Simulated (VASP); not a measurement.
Energy against volume of AuAl2 (fluorite). All values below come from vdW-DF-cx, VASP's PBE PAW potentials (set 64) (plane waves; VASP 6.6.1). Settings: 520 eV cut-off, 9×9×9 Γ-centred mesh, first-order Methfessel-Paxton smearing of 0.10 eV, potentials Al Au.

```json
[
 {"V (Å³/atom)": "17.011", "E (eV/atom)": "-2.45216"},
 {"V (Å³/atom)": "17.554", "E (eV/atom)": "-2.47287"},
 {"V (Å³/atom)": "18.097", "E (eV/atom)": "-2.47974"},
 {"V (Å³/atom)": "18.640", "E (eV/atom)": "-2.47494"}
]
```

Problem. Fit these four points and predict the energy of the run at 19.183 Å³/atom.

Solution. A cubic in V^(−2/3), the third-order Birch-Murnaghan form, passes through the four points with V0 = 18.13 Å³/atom and B0 = 114 GPa, and gives -2.4603 eV/atom there. The run gave -2.4604 eV/atom, -0.1 meV/atom from the fit; all five points give B0 = 113 GPa.

The compound is AuAl2 in the fluorite structure. It was relaxed first.
